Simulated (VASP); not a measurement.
Here is the system:

```yaml
crystal:
  lattice:
    - [0.00000, 3.48792, 3.48792]
    - [3.48792, 0.00000, 3.48792]
    - [3.48792, 3.48792, 0.00000]
  atoms:
    - { symbol: Ba, position: [0.00000, 0.00000, 0.00000] }
    - { symbol: S, position: [0.25000, 0.25000, 0.25000] }
```

Method: PBEsol GGA, VASP's PBE PAW potentials (set 64) (plane waves; VASP 6.6.1). Numerical set-up: 500 eV cut-off, 7×7×7 Γ-centred mesh, Gaussian smearing of 0.050 eV, potentials Ba_sv S.

Q: What does the run give for the energy per atom (σ→0)?

A: 
- energy per atom (σ→0) = -5.080 eV/atom

The structure was generated: BaS was put into the zinc blende type (F-43m), which need not be its known phase. It was relaxed first, which changed the volume by -16 %.
